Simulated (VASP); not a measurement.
Computed with PBEsol GGA, VASP's PBE PAW potentials (set 64) (plane waves; VASP).

VASP input:

KPOINTS:
```
k-points along high-symmetry lines
8
Line-mode
Reciprocal
  0.000000   0.000000   0.000000 ! GAMMA
  0.000000   0.500000   0.500000 ! Y

  0.000000   0.500000   0.500000 ! Y
  0.000000   0.502211   0.497789 ! C_0

  0.000000   0.497789  -0.497789 ! SIGMA_0
  0.000000   0.000000   0.000000 ! GAMMA

  0.000000   0.000000   0.000000 ! GAMMA
  0.500000   0.000000   0.000000 ! Z

  0.500000   0.000000   0.000000 ! Z
  0.500000   0.497789  -0.497789 ! A_0

  0.500000   0.502211   0.497789 ! E_0
  0.500000   0.500000   0.500000 ! T

  0.500000   0.500000   0.500000 ! T
  0.000000   0.500000   0.500000 ! Y

  0.000000   0.000000   0.000000 ! GAMMA
  0.000000   0.500000   0.000000 ! S

  0.000000   0.500000   0.000000 ! S
  0.500000   0.500000   0.000000 ! R

  0.500000   0.500000   0.000000 ! R
  0.500000   0.000000   0.000000 ! Z

  0.500000   0.000000   0.000000 ! Z
  0.500000   0.500000   0.500000 ! T
```

POSCAR:
```
BaTiO3
1
    3.9567377127     0.0000000000     0.0000000000
    0.0000000000     2.8417616721     2.8551207978
    0.0000000000    -2.8417616721     2.8551207978
Ba Ti O
1 1 3
Direct
  0.0000000000   0.0040722077   0.0040722077
  0.5000000000   0.5178496495   0.5178496495
  0.5000000000   0.9800500621   0.4905255947
  0.5000000000   0.4905255947   0.9800500621
  0.0000000000   0.4873924861   0.4873924861
```

**INCAR**
```
ICHARG = 11
LASPH = .TRUE.   ! aspherical one-centre terms
LCHARG = .FALSE.
LREAL = .FALSE.   ! projection in real space or not
PREC = Accurate
SYSTEM = BaTiO3
LWAVE = .FALSE.
EDIFF = 1E-7
ISMEAR = 0
LMAXMIX = 4   ! l cut-off of mixed one-centre charges
GGA = PS   ! PBEsol
SIGMA = 0.05   ! width (eV)
LORBIT = 11
NELM = 100   ! most electronic steps
ENCUT = 520   ! plane-wave cut-off (eV)
ALGO = Normal   ! blocked Davidson
```

POTCAR, in this order: Ba_sv Ti_sv O (PBE.64 set). Program: vasp_std. Read from the step before: CHGCAR.

The resulting files:

OSZICAR:
```
       N       E                     dE             d eps       ncg     rms          rms(c)
DAV:   1     0.423546728908E+03    0.42355E+03   -0.21783E+04  4232   0.184E+03
DAV:   2     0.895242496463E+01   -0.41459E+03   -0.40716E+03  4792   0.484E+02
DAV:   3    -0.393993481667E+02   -0.48352E+02   -0.46669E+02  7040   0.142E+02
DAV:   4    -0.413566530804E+02   -0.19573E+01   -0.19560E+01  5280   0.277E+01
DAV:   5    -0.414382409931E+02   -0.81588E-01   -0.81586E-01  6088   0.426E+00
DAV:   6    -0.414390634574E+02   -0.82246E-03   -0.82246E-03  5536   0.460E-01
DAV:   7    -0.414390768168E+02   -0.13359E-04   -0.13359E-04  6192   0.564E-02
DAV:   8    -0.414390771004E+02   -0.28358E-06   -0.28362E-06  5560   0.593E-03
DAV:   9    -0.414390771062E+02   -0.57867E-08   -0.57890E-08  4144   0.795E-04
   1 F= -.41439077E+02 E0= -.41439077E+02  d E =-.123275E-21
```

File OUTCAR:
```
 val. band max:        3.6763683891   @ k =   0.5000   0.5000   0.5000

 cond. band min:       5.7884388147   @ k =   0.0000   0.0000   0.0000



 k-point     1 :       0.0000    0.0000    0.0000
  band No.  band energies     occupation
      1     -52.4435      2.00000
      2     -28.8252      2.00000
      3     -28.8203      2.00000
      4     -28.7720      2.00000
      5     -21.1192      2.00000
      6     -13.1277      2.00000
      7     -12.4639      2.00000
      8     -12.4172      2.00000
      9      -6.3102      2.00000
     10      -6.3080      2.00000
     11      -6.2689      2.00000
     12       1.3649      2.00000
     13       1.3672      2.00000
     14       1.4053      2.00000
     15       2.2707      2.00000
     16       2.3354      2.00000
     17       2.5270      2.00000
     18       3.1750      2.00000
     19       3.1993      2.00000
     20       3.2900      2.00000
     21       5.7884      0.00000
     22       6.0010      0.00000
     23       6.0637      0.00000
     24       8.0617      0.00000

 k-point     2 :       0.0000    0.0714    0.0714
  band No.  band energies     occupation
      1     -52.4434      2.00000
      2     -28.8276      2.00000
      3     -28.8228      2.00000
      4     -28.7718      2.00000
      5     -21.1081      2.00000
      6     -13.1294      2.00000
      7     -12.4631      2.00000
      8     -12.4135      2.00000
      9      -6.3082      2.00000
     10      -6.2537      2.00000
     11      -6.2533      2.00000
     12       1.2199      2.00000
     13       1.3139      2.00000
     14       1.3794      2.00000
     15       2.0845      2.00000
     16       2.2311      2.00000
     17       2.5281      2.00000
     18       3.0259      2.00000
     19       3.1174      2.00000
     20       3.2223      2.00000
     21       5.9050      0.00000
     22       6.0749      0.00000
     23       6.1693      0.00000
     24       8.1362      0.00000

...
```

The density is held fixed in this step, so its total energy and stress have no physical meaning. Unless said otherwise, spin-orbit coupling is left out, though it shifts the bands of the heavy elements here.

The structure comes from a computed database's BaTiO3 entry (Amm2); how it stands against other phases isn't given here. It was relaxed first.
